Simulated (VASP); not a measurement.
All values below come from LDA (Ceperley-Alder, Perdew-Zunger), VASP's LDA PAW potentials (set 64) (plane waves; VASP 6.6.1).

VASP ran on this input.

### KPOINTS
```
Automatic mesh
0
Gamma
  6 6 6
```

POSCAR:
```
CuGaSe2
1
   -2.7590603383     2.7590603383     5.4716127670
    2.7590603383    -2.7590603383     5.4716127670
    2.7590603383     2.7590603383    -5.4716127670
Ga Cu Se
2 2 4
Direct
  0.5000000000   0.5000000000   0.0000000000
  0.2500000000   0.7500000000   0.5000000000
  0.0000000000   0.0000000000   0.0000000000
  0.7500000000   0.2500000000   0.5000000000
  0.8750000000   0.8836815103   0.5086815103
  0.1163184897   0.6250000000   0.9913184897
  0.3750000000   0.3663184897   0.4913184897
  0.6336815103   0.1250000000   0.0086815103
```

INCAR:
```
! general
SYSTEM  = CuGaSe2
PREC    = Accurate
ENCUT   = 400
LREAL   = .False.
LASPH   = .True.

! electronic loop
EDIFF   = 1E-7
NELM    = 100
ALGO    = Normal
LMAXMIX = 4

! smearing
ISMEAR  = -5

! ions
ISIF    = 2

! output
LWAVE   = .False.
LCHARG  = .True.
LORBIT  = 11
NEDOS   = 601

! other
LEFG    = .True.
```

POTCAR, in this order: Ga_d Cu Se (LDA.64 set). Program: vasp_std.

The run wrote:

**OUTCAR**
```
 ion  position               nearest neighbor table
   1  0.500  0.500  0.000-   6 2.41   7 2.41   8 2.41   5 2.41
   2  0.250  0.750  0.500-   7 2.41   6 2.41   8 2.41   5 2.41
   3  0.000  0.000  0.000-   5 2.36   6 2.36   7 2.36   8 2.36
   4  0.750  0.250  0.500-   5 2.36   6 2.36   7 2.36   8 2.36
   5  0.875  0.884  0.509-   3 2.36   4 2.36   2 2.41   1 2.41
   6  0.116  0.625  0.991-   3 2.36   4 2.36   2 2.41   1 2.41
   7  0.375  0.366  0.491-   3 2.36   4 2.36   1 2.41   2 2.41
   8  0.634  0.125  0.009-   3 2.36   4 2.36   1 2.41   2 2.41
  LATTYP: Found a body centered tetragonal cell.
 ALAT       =     5.5181206766
 C/A-ratio  =     1.9831435692
 Subroutine PRICEL returns:
 Original cell was already a primitive cell.
 Subroutine GETGRP returns: Found  8 space group operations
The static configuration has the point symmetry S_4 .
 The point group associated with its full space group is D_2d.
The dynamic configuration has the point symmetry S_4 .
 Subroutine INISYM returns: Found  8 space group operations
 Subroutine IBZKPT returns following result:
 Found     30 irreducible k-points:

 Following reciprocal coordinates:
            Coordinates               Weight
  0.000000  0.000000  0.000000      1.000000
  0.166667 -0.000000  0.000000      8.000000
  0.333333 -0.000000  0.000000      8.000000
  0.500000  0.000000  0.000000      4.000000
  0.166667  0.166667  0.000000      8.000000
  0.333333  0.166667  0.000000     16.000000
  0.500000  0.166667  0.000000     16.000000
 -0.333333  0.166667 -0.000000     16.000000
 -0.166667  0.166667  0.000000      4.000000
  0.333333  0.333333  0.000000      8.000000
  0.500000  0.333333  0.000000     16.000000
 -0.333333  0.333333  0.000000      4.000000
  0.500000  0.500000  0.000000      2.000000
  0.166667  0.166667  0.166667      8.000000
  0.333333  0.166667  0.166667      8.000000
 -0.166667  0.166667  0.166667      4.000000
...
```

**OSZICAR**
```
       N       E                     dE             d eps       ncg     rms          rms(c)
DAV:   1     0.651866194266E+03    0.65187E+03   -0.27155E+04  2639   0.192E+03
DAV:   2     0.758356806299E+02   -0.57603E+03   -0.56094E+03  2668   0.509E+02
DAV:   3    -0.306212201736E+02   -0.10646E+03   -0.10417E+03  3226   0.199E+02
DAV:   4    -0.386072083749E+02   -0.79860E+01   -0.78877E+01  3648   0.537E+01
DAV:   5    -0.388544943895E+02   -0.24729E+00   -0.24660E+00  3669   0.102E+01    0.128E+01
DAV:   6    -0.388325850693E+02    0.21909E-01   -0.36710E+01  3621   0.994E+01    0.925E+00
DAV:   7    -0.368765933075E+02    0.19560E+01   -0.88183E+00  3360   0.719E+01    0.382E+00
DAV:   8    -0.370802851676E+02   -0.20369E+00   -0.38807E+00  3912   0.233E+01    0.311E+00
DAV:   9    -0.369472007727E+02    0.13308E+00   -0.10358E+00  3778   0.182E+01    0.395E-01
DAV:  10    -0.369506044447E+02   -0.34037E-02   -0.60639E-02  4000   0.362E+00    0.220E-01
DAV:  11    -0.369505567266E+02    0.47718E-04   -0.10891E-02  3869   0.176E+00    0.101E-01
DAV:  12    -0.369504338062E+02    0.12292E-03   -0.13884E-03  3952   0.729E-01    0.914E-03
DAV:  13    -0.369504428676E+02   -0.90615E-05   -0.91281E-05  3877   0.944E-02    0.128E-02
DAV:  14    -0.369504417145E+02    0.11531E-05   -0.33438E-05  3720   0.111E-01    0.583E-03
DAV:  15    -0.369504410797E+02    0.63482E-06   -0.66293E-06  3573   0.572E-02    0.171E-03
DAV:  16    -0.369504411147E+02   -0.35015E-07   -0.78439E-07  3152   0.981E-03
   1 F= -.36950441E+02 E0= -.36950441E+02  d E =0.000000E+00
```

File OUTCAR:
```
------------------------ aborting loop because EDIFF is reached ----------------------------------------
  FORCE on cell =-STRESS in cart. coord.  units (eV):
  Direction    XX          YY          ZZ          XY          YZ          ZX
  --------------------------------------------------------------------------------------
  Total       -0.1200438     -0.1200438      0.0088100      0.0000000     -0.0000000      0.0000000
  in kB       -1.1543898     -1.1543898      0.0847206      0.0000000     -0.0000000      0.0000000
  external PRESSURE =      -0.7413530 kB  Pullay stress =       0.0000000 kB
  volume of cell :      166.61
      direct lattice vectors                 reciprocal lattice vectors
    -2.759060338  2.759060338  5.471612767     0.000000000  0.181221118  0.091380736
     2.759060338 -2.759060338  5.471612767     0.181221118  0.000000000  0.091380736
     2.759060338  2.759060338 -5.471612767     0.181221118  0.181221118  0.000000000
 POSITION                                       TOTAL-FORCE (eV/Angst)
 -----------------------------------------------------------------------------------
      0.00000      0.00000      5.47161        -0.000000      0.000000     -0.000000
      2.75906     -0.00000      2.73581         0.000000     -0.000000     -0.000000
      0.00000      0.00000      0.00000        -0.000000      0.000000     -0.000000
     -0.00000      2.75906      2.73581         0.000000     -0.000000      0.000000
      1.42744      1.37953      6.83952         0.005774      0.000000      0.000000
      4.13859      1.33162     -1.36790        -0.000000     -0.005774     -0.000000
      1.33162      1.37953      1.36790        -0.005774     -0.000000     -0.000000
     -1.37953      1.42744      4.10371         0.000000      0.005774      0.000000
 -----------------------------------------------------------------------------------
    total drift:                               -0.000001     -0.000001     -0.000001
  FREE ENERGIE OF THE ION-ELECTRON SYSTEM (eV)
  ---------------------------------------------------
  free  energy   TOTEN  =       -36.9504411147 eV

  energy  without entropy=      -36.9504411147  energy(sigma->0) =      -36.95044111

 total charge

# of ion       s       p       d       tot
------------------------------------------
    1        0.888   0.758  10.027  11.673
    2        0.888   0.758  10.027  11.673
    3        0.402   0.399   9.272  10.073
    4        0.402   0.399   9.272  10.073
    5        1.449   2.399   0.056   3.904
    6        1.449   2.399   0.056   3.904
    7        1.449   2.399   0.056   3.904
    8        1.449   2.399   0.056   3.904
--------------------------------------------------
tot          8.375  11.911  38.823  59.109

 Electric field gradients after diagonalization (V/A^2)
 (convention: |V_zz| > |V_xx| > |V_yy|)
----------------------------------------------------------------------
 ion       V_xx      V_yy      V_zz     asymmetry (V_yy - V_xx)/ V_zz
----------------------------------------------------------------------
   1       0.309     0.303    -0.612       0.009
   2       0.309     0.303    -0.612       0.009
   3      -2.639    -2.621     5.260       0.004
   4      -2.639    -2.621     5.260       0.004
   5     138.630    20.880  -159.510       0.738
   6     138.629    20.881  -159.510       0.738
   7     138.629    20.881  -159.510       0.738
   8     138.630    20.880  -159.510       0.738
```
(Selected blocks of OUTCAR.)

### OUTCAR
```
 val. band max:        4.3774355456   @ k =   0.0000   0.0000   0.0000

 cond. band min:       4.5914302913   @ k =   0.0000   0.0000   0.0000


 Fermi energy:         4.4013100161

 k-point     1 :       0.0000    0.0000    0.0000
  band No.  band energies     occupation
      1     -11.3400      2.00000
      2     -11.3376      2.00000
      3     -11.3376      2.00000
      4     -11.1779      2.00000
      5     -11.1622      2.00000
      6     -11.1622      2.00000
      7     -11.1163      2.00000
      8     -11.1118      2.00000
      9     -11.1067      2.00000
     10     -11.0948      2.00000
     11     -10.4925      2.00000
     12      -8.7500      2.00000
     13      -8.7500      2.00000
     14      -8.7459      2.00000
     15      -3.4827      2.00000
     16      -2.2236      2.00000
     17      -0.9642      2.00000
     18      -0.5370      2.00000
     19      -0.4801      2.00000
     20      -0.0090      2.00000
     21      -0.0090      2.00000
     22       0.5681      2.00000
     23       0.5681      2.00000
     24       0.8190      2.00000
     25       0.8190      2.00000
     26       0.8849      2.00000
     27       1.8539      2.00000
     28       1.8982      2.00000
     29       2.0000      2.00000
     30       2.3489      2.00000
     31       2.3905      2.00000
     32       2.3905      2.00000
     33       2.4921      2.00000
     34       4.2810      2.00000
     35       4.2810      2.00000
     36       4.3774      2.00000
     37       4.5914      0.00000
     38       6.0937      0.00000
     39       6.4567      0.00000
     40       8.2833      0.00000
     41       8.2834      0.00000
     42       8.6064      0.00000
     43       9.1459      0.00000

 k-point     2 :       0.1667   -0.0000    0.0000
  band No.  band energies     occupation
      1     -11.3450      2.00000
      2     -11.3401      2.00000
      3     -11.3334      2.00000
      4     -11.1873      2.00000
      5     -11.1705      2.00000
...
```

The compound is CuGaSe2 in the chalcopyrite structure. It was relaxed first.
